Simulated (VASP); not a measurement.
All values below come from PBEsol GGA, VASP's PBE PAW potentials (set 64) (plane waves; VASP 6.6.1).

VASP ran on this input.

KPOINTS:
```
Regular mesh
0
gamma
10 10 6
```

File POSCAR:
```
BN
1
    1.2712230378    -2.2018231076     0.0000000000
    1.2712230378     2.2018231076     0.0000000000
    0.0000000000     0.0000000000     4.2050197319
B N
2 2
Direct
  0.6666670000   0.3333330000   0.5002486094
  0.3333330000   0.6666670000   0.0002486094
  0.6666670000   0.3333330000   0.8747513906
  0.3333330000   0.6666670000   0.3747513906
```

### INCAR
```
SYSTEM = BN
PREC = Accurate
ENCUT = 600
EDIFF = 1E-7
NELM = 100
ALGO = Normal
LREAL = .FALSE.
LASPH = .TRUE.
ISMEAR = 0
SIGMA = 0.05
GGA = PS
LWAVE = .FALSE.
LCHARG = .FALSE.
ISIF = 2
```

POTCAR, in this order: B N (PBE.64 set). Program: vasp_std.

What VASP printed:

File OSZICAR:
```
       N       E                     dE             d eps       ncg     rms          rms(c)
DAV:   1     0.577896387518E+02    0.57790E+02   -0.95200E+03  1344   0.146E+03
DAV:   2    -0.356747802149E+02   -0.93464E+02   -0.87038E+02  1944   0.306E+02
DAV:   3    -0.385309269820E+02   -0.28561E+01   -0.28442E+01  1772   0.532E+01
DAV:   4    -0.385486236248E+02   -0.17697E-01   -0.17663E-01  1680   0.422E+00
DAV:   5    -0.385488562051E+02   -0.23258E-03   -0.23253E-03  1744   0.449E-01    0.928E+00
DAV:   6    -0.368424893243E+02    0.17064E+01   -0.43601E+00  1676   0.181E+01    0.451E+00
DAV:   7    -0.366762771596E+02    0.16621E+00   -0.22524E-01  1592   0.497E+00    0.264E+00
DAV:   8    -0.366344922901E+02    0.41785E-01   -0.70260E-02  1540   0.235E+00    0.227E-01
DAV:   9    -0.366334752315E+02    0.10171E-02   -0.25492E-03  1744   0.558E-01    0.117E-01
DAV:  10    -0.366335506132E+02   -0.75382E-04   -0.20263E-04  1640   0.142E-01    0.232E-02
DAV:  11    -0.366335487420E+02    0.18712E-05   -0.41186E-05  1724   0.580E-02    0.108E-02
DAV:  12    -0.366335492704E+02   -0.52836E-06   -0.39011E-06  1700   0.196E-02    0.194E-03
DAV:  13    -0.366335493633E+02   -0.92921E-07   -0.73907E-08  1172   0.336E-03
   1 F= -.36633549E+02 E0= -.36633549E+02  d E =-.269588E-15
```

**OUTCAR**
```
------------------------ aborting loop because EDIFF is reached ----------------------------------------
  FORCE on cell =-STRESS in cart. coord.  units (eV):
  Direction    XX          YY          ZZ          XY          YZ          ZX
  --------------------------------------------------------------------------------------
  Total       -0.0459193     -0.0459194     -0.0333519      0.0000000     -0.0000000      0.0000000
  in kB       -3.1253890     -3.1253896     -2.2700166      0.0000000     -0.0000000      0.0000000
  external PRESSURE =      -2.8402651 kB  Pullay stress =       0.0000000 kB
  volume of cell :       23.54
      direct lattice vectors                 reciprocal lattice vectors
     1.271223038 -2.201823108  0.000000000     0.393322010 -0.227084546  0.000000000
     1.271223038  2.201823108  0.000000000     0.393322010  0.227084546  0.000000000
     0.000000000  0.000000000  4.205019732     0.000000000  0.000000000  0.237811012
  FREE ENERGIE OF THE ION-ELECTRON SYSTEM (eV)
  ---------------------------------------------------
  free  energy   TOTEN  =       -36.6335493633 eV

  energy  without entropy=      -36.6335493633  energy(sigma->0) =      -36.63354936
```
(Selected blocks of OUTCAR.)

The compound is BN in the wurtzite structure, a metastable high-pressure form. It was relaxed first.
